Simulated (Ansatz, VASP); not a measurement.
# LuBe6 in VASP and in Ansatz

The input INCAR:

```
SYSTEM = LuBe6
PREC = Accurate
ENCUT = 600
EDIFF = 1E-6
ISMEAR = 0
SIGMA = 0.1
LREAL = .False.
LASPH = .True.
NELM = 100
ALGO = Normal
ISIF = 3
LWAVE = .False.
LCHARG = .False.
GGA = PE
IBRION = 2
NSW = 100
EDIFFG = -0.01
```

Contents of KPOINTS:

```
regular mesh
0
Gamma
  8 8 8
  0 0 0
```

File POSCAR:

```
LuBe6
1.0
    4.6904195582      0.0000000000      0.0000000000
    0.0000000000      4.6904195582      0.0000000000
    0.0000000000      0.0000000000      4.6904195582
Lu Be
1 6
Direct
    0.5000000000      0.5000000000      0.5000000000
    0.0000000000      0.0000000000      0.3044078032
    0.0000000000      0.0000000000      0.6955921968
    0.3044078032      0.0000000000      0.0000000000
    0.6955921968      0.0000000000      0.0000000000
    0.0000000000      0.3044078032      0.0000000000
    0.0000000000      0.6955921968      0.0000000000
```

Input for Ansatz:

```yaml
crystal:
  lattice:
    - [4.6904195582, 0.0, 0.0]
    - [0.0, 4.6904195582, 0.0]
    - [0.0, 0.0, 4.6904195582]
  atoms:
    - { symbol: Lu, position: [0.5, 0.5, 0.5] }
    - { symbol: Be, position: [0.0, 0.0, 0.3044078032] }
    - { symbol: Be, position: [0.0, 0.0, 0.6955921968] }
    - { symbol: Be, position: [0.3044078032, 0.0, 0.0] }
    - { symbol: Be, position: [0.6955921968, 0.0, 0.0] }
    - { symbol: Be, position: [0.0, 0.3044078032, 0.0] }
    - { symbol: Be, position: [0.0, 0.6955921968, 0.0] }
basis:
  ecutwfc: 420
kpoints:
  mp_grid: { grid: [8, 8, 8] }
hamiltonian:
  xc: pbe
scf:
  occupations: { method: gaussian, width: 0.1 }
output:
  forces: true
  stress: true
  eigenvalues: true
relax:
  adjacent_minimum: "off"
  f_tol: 0.01
  max_steps: 80
  cell: { stress_tol: 0.05 }
```

Change from the starting cell: species swapped into the CaB6 type (Pm-3m, No. 221).

Alike in both runs: task relaxation of cell and atoms; functional PBE; k mesh 8 × 8 × 8; occupations gaussian, width 0.1 eV; no spin polarisation.

|  | VASP | Ansatz |
| --- | --- | --- |
| version | VASP 6.6.1 | Ansatz 0.2.0 |
| potentials or method | VASP PAW PBE potentials, release 64 (Lu, Be) | scalar-relativistic, plane waves, PAW |
| plane-wave cutoff (eV) | 600 | 420 |
| valence electrons in the cell | 37 | 37 |

|  | VASP | Ansatz | Ansatz less VASP |
| --- | --- | --- | --- |
| gap on the k mesh at the Fermi level, each at its own relaxed structure (eV) | none | none | - |
| relaxed volume (Å³/atom) | 14.84 | 14.82 | -0.013 |
| relaxed cell length with the largest relative difference (Å) | 4.701 | 4.699 | -0.0014 |

A gap of «none» marks a metal or a gap that the smearing closes.

Spin-orbit coupling is left out, which matters for the levels of Lu.
